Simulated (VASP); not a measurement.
Input:

```
CELL_PARAMETERS angstrom
      0.00000     2.83436     2.83436
      2.83436     0.00000     2.83436
      2.83436     2.83436     0.00000
ATOMIC_POSITIONS crystal
  Be 0.00000 0.00000 0.00000
  Te 0.25000 0.25000 0.25000
```

Computed with PBE GGA, VASP's PBE PAW potentials (set 64) (plane waves; VASP). Settings: 520 eV cut-off, 7×7×7 Γ-centred mesh, Gaussian smearing of 0.050 eV, potentials Be Te.

Question: Estimate the energy per atom (σ→0).

Answer: 
```json
{
  "energy per atom (σ→0)": "-3.812 eV/atom"
}
```

The compound is BeTe in the zinc blende structure. It was relaxed first.
